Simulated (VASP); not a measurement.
All values below come from PBE GGA with D4 dispersion, VASP's PBE PAW potentials (set 64) (plane waves; VASP).

The input files of a VASP run:

INCAR:
```
# general
SYSTEM  = GaSb
PREC    = Accurate
ENCUT   = 520
LREAL   = F   # projection in real space or not
LASPH   = T   # aspherical one-centre terms

# electronic loop
EDIFF   = 1E-6
NELM    = 100   # most electronic steps
ALGO    = Normal
LMAXMIX = 4   # l cut-off of mixed one-centre charges

# smearing
ISMEAR  = 1   # Methfessel-Paxton
SIGMA   = 0.1

# functional
GGA     = PE   # PBE
IVDW    = 13

# ions
IBRION  = 2
NSW     = 60
ISIF    = 3
EDIFFG  = -0.01   # ionic stop

# output
LWAVE   = F
LCHARG  = F
```

File KPOINTS:
```
Automatic mesh
0
Gamma
9 9 9
0 0 0
```

**POSCAR**
```
GaSb
1.0
  0.0000000000   3.0575640746   3.0575640746
  3.0575640746   0.0000000000   3.0575640746
  3.0575640746   3.0575640746   0.0000000000
Ga Sb
1 1
Cartesian
  3.0575640746   0.0000000000   3.0575640746
  1.5287820373   1.5287820373   1.5287820373
```

POTCAR, in this order: Ga_d Sb (PBE.64 set). Program: vasp_std.

The resulting files:

File OSZICAR:
```
       N       E                     dE             d eps       ncg     rms          rms(c)
DAV:   1     0.776865637046E+02    0.77687E+02   -0.88230E+03   910   0.173E+03
DAV:   2    -0.155821002357E+01   -0.79245E+02   -0.76770E+02   985   0.312E+02
DAV:   3    -0.730080327698E+01   -0.57426E+01   -0.57115E+01  1168   0.726E+01
DAV:   4    -0.740040644641E+01   -0.99603E-01   -0.99570E-01  1037   0.107E+01
DAV:   5    -0.740307643157E+01   -0.26700E-02   -0.26700E-02  1226   0.155E+00    0.319E+00
DAV:   6    -0.735968574519E+01    0.43391E-01   -0.72077E-02  1283   0.479E+00    0.193E+00
DAV:   7    -0.734673991804E+01    0.12946E-01   -0.43685E-02  1060   0.196E+00    0.342E-01
DAV:   8    -0.734766734817E+01   -0.92743E-03   -0.47678E-03  1116   0.974E-01    0.779E-02
DAV:   9    -0.734815427629E+01   -0.48693E-03   -0.76147E-04  1003   0.242E-01    0.370E-02
DAV:  10    -0.734817886613E+01   -0.24590E-04   -0.40304E-05  1126   0.478E-02    0.959E-03
DAV:  11    -0.734820241923E+01   -0.23553E-04   -0.37152E-05   985   0.491E-02    0.393E-03
DAV:  12    -0.734820318627E+01   -0.76703E-06   -0.11188E-06   893   0.106E-02
   1 F= -.81952085E+01 E0= -.81951813E+01  d E =-.819521E+01
```

### OUTCAR
```
------------------------ aborting loop because EDIFF is reached ----------------------------------------
  Edisp (eV):   -0.84701
  FORCE on cell =-STRESS in cart. coord.  units (eV):
  Direction    XX          YY          ZZ          XY          YZ          ZX
  --------------------------------------------------------------------------------------
  Total      -0.00997    -0.00997    -0.00997    -0.00000     0.00000    -0.00000
  in kB      -0.27950    -0.27950    -0.27950    -0.00000     0.00000    -0.00000
  external pressure =       -0.28 kB  Pullay stress =        0.00 kB
  volume of cell :       57.17
      direct lattice vectors                 reciprocal lattice vectors
     0.000000000  3.057564075  3.057564075    -0.163528871  0.163528871  0.163528871
     3.057564075  0.000000000  3.057564075     0.163528871 -0.163528871  0.163528871
     3.057564075  3.057564075  0.000000000     0.163528871  0.163528871 -0.163528871
  FREE ENERGIE OF THE ION-ELECTRON SYSTEM (eV)
  ---------------------------------------------------
  free  energy   TOTEN  =        -8.1952085101 eV

  energy  without entropy=       -8.1951268477  energy(sigma->0) =       -8.19518129

 reached required accuracy - stopping structural energy minimisation
```
(Selected blocks of OUTCAR.)

The compound is GaSb in the zinc blende structure. It was relaxed first. The start is the result of an earlier pass.
